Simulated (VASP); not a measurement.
For cubic NaI (rock salt), VASP 6.6.1 with LDA (Ceperley-Alder, Perdew-Zunger), VASP's LDA PAW potentials (set 64) gives ε∞ = 3.64, a static ε₀ = 6.79 and a transverse optical mode at 133 cm⁻¹.

Question: Estimate the longitudinal optical frequency at Γ.

Answer: By the Lyddane-Sachs-Teller relation, ω_LO = ω_TO √(ε₀/ε∞) = 133 × √(6.79/3.64) = 182 cm⁻¹.

Measured: ε∞ 3.01 at 297 K (computed value off by +20.9 %), as given by H. H. Li, Journal of Physical and Chemical Reference Data (1976), doi:10.1063/1.555536 [long-wavelength limit of the electronic terms of a dispersion formula fitted to measured refractive indices over 0.25-40.0 um; lattice terms left out].

The compound is NaI in the rock salt structure. It was relaxed first, which changed the volume by -10 %.
